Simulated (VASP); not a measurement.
Crystal: BN.

```xyz
4
Lattice="2.5064 0.0000 0.0000 -1.2532 2.1706 0.0000 0.0000 0.0000 6.5556" Properties=species:S:1:pos:R:3 pbc="T T T"
B     0.0000    1.4471    1.6389
B     1.2532    0.7235    4.9167
N     0.0000    1.4471    4.9167
N     1.2532    0.7235    1.6389
```

The cell is a database's computed one.

Base run:

| Property | Result |
| --- | --- |
| Program | VASP 6.6.1 |
| Functional | PBE0 |
| Potentials or basis | VASP PAW PBE potentials, release 64 (B, N) |
| Cutoff | 450 eV |
| k mesh | 10 × 10 × 4 |
| Occupations | gaussian, width 0.02 eV |
| Spin | no spin polarisation |

Its results: band gap on the k mesh 6.25 eV, indirect (least direct gap 6.76 eV).

Task: After a change of settings the same cell gave: band gap on the k mesh 5.53 eV, indirect (least direct gap 6.03 eV). Which change was it?
A. functional from PBE0 to HSE06
B. functional from PBE0 to r2SCAN; k mesh from 10 × 10 × 4 to 16 × 16 × 6
C. functional from PBE0 to PBE; cutoff from 450 eV to 600 eV; k mesh from 10 × 10 × 4 to 16 × 16 × 6
D. functional from PBE0 to PBE; k mesh from 10 × 10 × 4 to 16 × 16 × 6

Result: A.
